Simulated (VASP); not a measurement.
```xyz
8
Lattice="-2.3499 2.3499 4.5998 2.3499 -2.3499 4.5998 2.3499 2.3499 -4.5998" Properties=species:S:1:pos:R:3 pbc="T T T"
Al     0.0000     2.3499     2.2999
Al     0.0000     0.0000     0.0000
In     2.3499     0.0000     2.2999
In     0.0000     0.0000     4.5998
N     -1.1749     1.3992     3.4499
N      1.3992     1.1749     5.7498
N      3.5248     0.9506    -1.1500
N      0.9506     1.1749     1.1500
```

Level of theory: PBEsol GGA, VASP's PBE PAW potentials (set 64) (plane waves; VASP 6.6.1). Numerical set-up: 520 eV cut-off, 8×8×8 Γ-centred mesh, tetrahedra with Blöchl corrections, potentials Al In_d N.

Unless said otherwise, spin-orbit coupling is left out, though it shifts the bands of the heavy elements here.

### Question
Tabulate the total density of states (states/eV per cell) against energy (eV; zero at the valence-band maximum or, without a gap, the Fermi level).

### Answer

(E (eV), DOS (states/eV)): (-9.99, 0.00); (-9.76, 0.00); (-9.52, 0.00); (-9.28, 0.00); (-9.05, 0.00); (-8.69, 0.00); (-8.45, 0.00); (-8.22, 0.00); (-7.98, 0.00); (-7.74, 0.00); (-7.50, 0.00); (-7.27, 0.00); (-7.03, 0.00); (-6.67, 0.00); (-6.44, 0.00); (-6.20, 0.00); (-5.96, 0.00); (-5.73, 0.86); (-5.49, 2.00); (-5.25, 2.46); (-5.02, 4.34); (-4.78, 7.46); (-4.42, 5.08); (-4.19, 2.02); (-3.95, 1.10); (-3.71, 1.10); (-3.47, 2.88); (-3.24, 3.31); (-3.00, 4.00); (-2.76, 4.02); (-2.41, 4.69); (-2.17, 4.16); (-1.93, 4.37); (-1.70, 5.37); (-1.46, 6.22); (-1.22, 6.95); (-0.98, 5.57); (-0.75, 5.78); (-0.39, 10.3); (-0.16, 1.57); (0.08, 0.00); (0.32, 0.00); (0.56, 0.00); (0.79, 0.00); (1.03, 0.00); (1.27, 0.00); (1.50, 0.00); (1.86, 0.06); (2.10, 0.11); (2.33, 0.16); (2.57, 0.23); (2.81, 0.31); (3.05, 0.42); (3.28, 0.64); (3.52, 0.91); (3.88, 2.09); (4.11, 4.15); (4.35, 2.04); (4.59, 3.13); (4.82, 2.92)
Within 2 eV below the valence-band maximum the largest weight inside VASP's projection spheres is N p.

The structure comes from a computed database's AlInN2 entry (I-42d); how it stands against other phases isn't given here. It was relaxed first.
